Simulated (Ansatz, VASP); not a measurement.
One calculation of RbCu2, two programs

```
CELL_PARAMETERS angstrom
0.00000 3.82493 3.82493
3.82493 0.00000 3.82493
3.82493 3.82493 0.00000
ATOMIC_POSITIONS crystal
Rb 0.00000 0.00000 0.00000
Cu 0.25000 0.25000 0.25000
Cu 0.75000 0.75000 0.75000
```

Alike in both runs: functional PBE; k mesh 10 × 10 × 10; occupations gaussian, width 0.1 eV; no spin polarisation.

Ansatz relaxed the structure, and its values are those at the end. VASP's run is a single point on that final structure, the one shown.

|  | VASP | Ansatz |
| --- | --- | --- |
| version | VASP 6.6.1 | Ansatz 0.2.0 |
| potentials or method | VASP PAW PBE potentials, release 64 (Rb_sv, Cu) | scalar-relativistic, plane waves, PAW |
| plane-wave cutoff (eV) | 520 | 420 |
| valence electrons in the cell | 31 | 47 |

|  | VASP | Ansatz | Ansatz less VASP |
| --- | --- | --- | --- |
| gap on the k mesh at the Fermi level (eV) | none | none | - |
| pressure (GPa) | 0.0 | 0.0 | -0.02 |

A gap of «none» marks a metal or a gap that the smearing closes. The two sets of potentials don't hold the same shells in valence.
